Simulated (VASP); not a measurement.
Al3Si2F:

```xyz
6
Lattice="-1.7075 5.1250 2.4150 1.7075 -5.1250 2.4150 1.7075 5.1250 -2.4150" Properties=species:S:1:pos:R:3 pbc="T T T"
Al    1.7075    3.4163    1.2075
Al    0.0000    1.7087    3.6225
Al    1.7075    0.0000    1.2075
Si    0.0000    3.4163    0.0000
Si    0.0000    6.8337    0.0000
F     0.0000    0.0000    0.0000
```

The cell was built by a generator and needn't be a form met in nature.

* Program: VASP 6.6.1
* Task: relaxation of cell and atoms
* Functional: PBE
* Potentials or basis: VASP PAW PBE potentials, release 64 (Al, Si, F)
* Cutoff: 520 eV
* k mesh: 5 × 5 × 5
* Occupations: gaussian, width 0.15 eV
* Spin: no spin polarisation

At the start: pressure 56.0 GPa; volume 14.09 Å³/atom.

How do energy, volume and symmetry change on relaxing?

Over 16 steps the energy falls by 962.4 meV/atom and the volume is 19.62 Å³/atom (+39.3 %); space group Imm2 (No. 44, to 0.05 Å).

Step by step:
| step | energy change (eV) | largest force (eV/Å) | pressure (GPa) | volume (Å³) |
| --- | --- | --- | --- | --- |
| 1 | 0.0000 | 4.0358 | 56.01 | 84.53 |
| 2 | -3.4836 | 1.0447 | -13.41 | 160.21 |
| 3 | -5.5326 | 0.2153 | -0.64 | 122.83 |
| 4 | -5.5344 | 0.2108 | -0.33 | 121.97 |
| 5 | -5.5330 | 0.2148 | 0.21 | 121.13 |
| 6 | -5.5901 | 0.2296 | 0.28 | 120.89 |
| 7 | -5.6630 | 0.8003 | 0.43 | 119.88 |
| 8 | -5.6917 | 0.7164 | 0.08 | 119.99 |
| 9 | -5.7365 | 0.5176 | -0.92 | 120.21 |
| 10 | -5.7387 | 0.4810 | -1.18 | 120.23 |
| 11 | -5.7580 | 0.3057 | -0.52 | 119.11 |
| 12 | -5.7664 | 0.1690 | 0.29 | 117.78 |
| 13 | -5.7694 | 0.1212 | 0.05 | 117.93 |
| 14 | -5.7711 | 0.1057 | -0.10 | 118.15 |
| 15 | -5.7724 | 0.0940 | -0.10 | 118.05 |
| 16 | -5.7746 | 0.0661 | 0.00 | 117.74 |

Final structure:
```
Al Si F
1.0
    -2.09882    5.81162    2.41326
     2.09882   -5.81162    2.41326
     2.09882    5.81162   -2.41326
Al Si F
3 2 1
Direct
  0.61233 0.76481 0.84752
  0.91729 0.76481 0.15248
  0.21131 0.71131 0.50000
  0.34987 0.01386 0.33601
  0.67785 0.01386 0.66399
  0.98134 0.98134 0.00000
```

Caveat: the k mesh is coarse (spacing up to 0.45 Å⁻¹), so the values aren't converged; the volume moved by over 15 % at a fixed basis, so the end points are rough.
